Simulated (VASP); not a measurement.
Runs of VASP 6.6.1 on Cl2GaH. The cell holds a molecule in a box, 4 atoms: a = 12.000 Å, b = 13.000 Å, c = 11.000 Å, α = 90.00°, β = 90.00°, γ = 90.00°. 

| level | further INCAR settings | grid for exact exchange (PRECFOCK) | exchange at q = 0 | gap on the mesh (eV) | largest force (eV/Å) |
| --- | --- | --- | --- | --- | --- |
| SCAN | ALGO = Normal; EDIFF = 1e-06 | - | - | 5.76 | 0.37 |
| r2SCAN0 | ALGO = Normal; EDIFF = 1e-06 | Fast | default | 7.80 | 0.38 |
| BLYP | ALGO = Fast; EDIFF = 1e-07; NBANDS = 22 | - | - | 5.10 | (a) |
| r2SCAN0+D3(BJ) | ALGO = Normal; EDIFF = 1e-07 | Fast | default | 7.80 | 0.38 |

Alike in all rows: task single point; potentials or basis VASP PAW PBE potentials, release 64 (Cl, Ga_d, H); no spin polarisation; cell as given; k mesh 1 × 1 × 1; cutoff (eV) 520; smearing gaussian 0.01 eV.

Fill in the values left out.

(a) 0.53.

Caveats: the PAW data sets were made with another functional, which shifts forces and pressure a little.

A k mesh can miss the band edges, and the runs leave out spin-orbit coupling on Ga.

Runs at the PBE level aren't shown here.
